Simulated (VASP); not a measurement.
Calculation: LDA (Ceperley-Alder, Perdew-Zunger), VASP's LDA PAW potentials (set 64) (plane waves; VASP).

Input for VASP

KPOINTS:
```
Automatic mesh
0
G
  8 8 8
```

File POSCAR:
```
LiCl
1
    0.0000000000     2.4807355406     2.4807355406
    2.4807355406     0.0000000000     2.4807355406
    2.4807355406     2.4807355406    -0.0000000000
Li Cl
1 1
Direct
  0.0000000000   1.0000000000   0.0000000000
  0.5000000000   0.5000000000   0.5000000000
```

### INCAR
```
SYSTEM = LiCl
PREC = Accurate
ENCUT = 520
EDIFF = 1E-6
NELM = 100
ALGO = Normal
LREAL = .FALSE.
LASPH = .TRUE.
ISMEAR = 0
SIGMA = 0.05
LWAVE = .FALSE.
LCHARG = .FALSE.
IBRION = 2
ISIF = 3
NSW = 60
EDIFFG = -0.01
```

POTCAR, in this order: Li_sv Cl (LDA.64 set). Program: vasp_std.

Output of the run:

File OSZICAR:
```
       N       E                     dE             d eps       ncg     rms          rms(c)
DAV:   1     0.417889000441E+02    0.41789E+02   -0.43505E+03   522   0.104E+03
DAV:   2    -0.643734595313E+01   -0.48226E+02   -0.46910E+02   689   0.165E+02
DAV:   3    -0.812219445063E+01   -0.16848E+01   -0.16826E+01   658   0.368E+01
DAV:   4    -0.816571220187E+01   -0.43518E-01   -0.43437E-01   817   0.542E+00
DAV:   5    -0.816604793164E+01   -0.33573E-03   -0.33572E-03   683   0.463E-01    0.253E+00
DAV:   6    -0.810359609679E+01    0.62452E-01   -0.12673E-01   592   0.198E+00    0.176E+00
DAV:   7    -0.809635108631E+01    0.72450E-02   -0.37843E-02   767   0.115E+00    0.836E-01
DAV:   8    -0.809628694786E+01    0.64138E-04   -0.34398E-03   740   0.487E-01    0.113E-01
DAV:   9    -0.809626776495E+01    0.19183E-04   -0.17787E-04   662   0.101E-01    0.334E-02
DAV:  10    -0.809627457725E+01   -0.68123E-05   -0.10829E-05   651   0.296E-02    0.922E-03
DAV:  11    -0.809627438466E+01    0.19259E-06   -0.14934E-06   406   0.107E-02
   1 F= -.80962744E+01 E0= -.80962744E+01  d E =-.809627E+01
```

**OUTCAR**
```
------------------------ aborting loop because EDIFF is reached ----------------------------------------
  FORCE on cell =-STRESS in cart. coord.  units (eV):
  Direction    XX          YY          ZZ          XY          YZ          ZX
  --------------------------------------------------------------------------------------
  Total        0.0001358      0.0001358      0.0001358     -0.0000000      0.0000000      0.0000000
  in kB        0.0071241      0.0071241      0.0071241     -0.0000000      0.0000000      0.0000000
  external PRESSURE =       0.0071241 kB  Pullay stress =       0.0000000 kB
  volume of cell :       30.53
      direct lattice vectors                 reciprocal lattice vectors
     0.000000000  2.480735541  2.480735541    -0.201553125  0.201553125  0.201553125
     2.480735541  0.000000000  2.480735541     0.201553125 -0.201553125  0.201553125
     2.480735541  2.480735541  0.000000000     0.201553125  0.201553125 -0.201553125
  FREE ENERGIE OF THE ION-ELECTRON SYSTEM (eV)
  ---------------------------------------------------
  free  energy   TOTEN  =        -8.0962743847 eV

  energy  without entropy=       -8.0962743847  energy(sigma->0) =       -8.09627438

 reached required accuracy - stopping structural energy minimisation
```
(Selected blocks of OUTCAR.)

The compound is LiCl in the rock salt structure. It was relaxed first, which changed the volume by -10 %. The start is the result of an earlier pass.
